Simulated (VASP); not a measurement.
Consider the following.

```
AlRu
1.0
    3.04980     0.00000     0.00000
    0.00000     3.04980     0.00000
    0.00000     0.00000     3.04980
Al Ru
1 1
Cartesian
  1.52490   1.52490   1.52490
  0.00000   0.00000   0.00000
```

Calculation: PBE GGA, VASP's PBE PAW potentials (set 64) (plane waves; VASP). Settings: 800 eV cut-off, 11×11×11 Γ-centred mesh, first-order Methfessel-Paxton smearing of 0.10 eV, potentials Al_sv_GW Ru_pv.

Question: Give the stress tensor in GPa (positive for a compressed cell).

Answer: 
```
-8.73   0.00   0.00
 0.00  -8.73   0.00
 0.00   0.00  -8.73
```
The pressure is its mean diagonal, -8.73 GPa.

The compound is RuAl in the CsCl type structure. The cell was not relaxed at this level. The run is one of a series of settings (ENCUT = 800, POTCAR Al_sv_GW Ru_pv (PBE.64 set) against the base run), some of them coarse on purpose. The electron count is odd and the run is not spin-polarised, which forces a metal.
